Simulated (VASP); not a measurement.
Given:

```
Nb
1.0
    4.81584     0.00000     0.00000
   -2.40792     4.17064     0.00000
    0.00000     0.00000     2.64650
Nb
3
Direct
  0.00000   0.00000   0.00000
  0.33333   0.66667   0.50000
  0.66667   0.33333   0.50000
```

These are PBEsol GGA, VASP's PBE PAW potentials (set 64) (plane waves; VASP) values and carry that method's errors. Settings: 400 eV cut-off, Gaussian smearing of 0.050 eV, potentials Nb_sv.

Problem. Give the energies of bands 13 to 22 at the high-symmetry points, in eV from the Fermi level.

Solution. 
| band | Γ | M | K | A | L | H |
|---|---|---|---|---|---|---|
| 13 | -6.19 | -4.08 | -4.18 | -3.81 | -3.73 | -4.27 |
| 14 | -3.46 | -3.72 | -3.76 | -3.81 | -3.33 | -2.61 |
| 15 | -1.65 | -3.65 | -3.76 | -3.02 | -3.27 | -2.61 |
| 16 | -1.25 | -2.12 | -1.98 | -3.02 | -2.62 | -2.12 |
| 17 | -1.25 | -1.91 | -1.98 | -1.95 | -1.26 | -2.12 |
| 18 | -1.25 | -1.71 | -1.66 | -0.76 | -1.10 | -1.36 |
| 19 | -1.25 | -1.14 | -0.30 | -0.13 | -0.73 | 0.03 |
| 20 | -1.07 | -0.94 | -0.03 | -0.13 | 0.84 | 0.03 |
| 21 | 0.58 | 1.61 | -0.03 | 1.15 | 0.84 | 0.88 |
| 22 | 0.58 | 2.00 | 2.70 | 1.15 | 1.82 | 0.88 |

It has no gap at this level: it comes out as a metal or semimetal.

The structure was generated: Nb was put into the omega type (P6/mmm), which need not be its known phase. It was relaxed first.
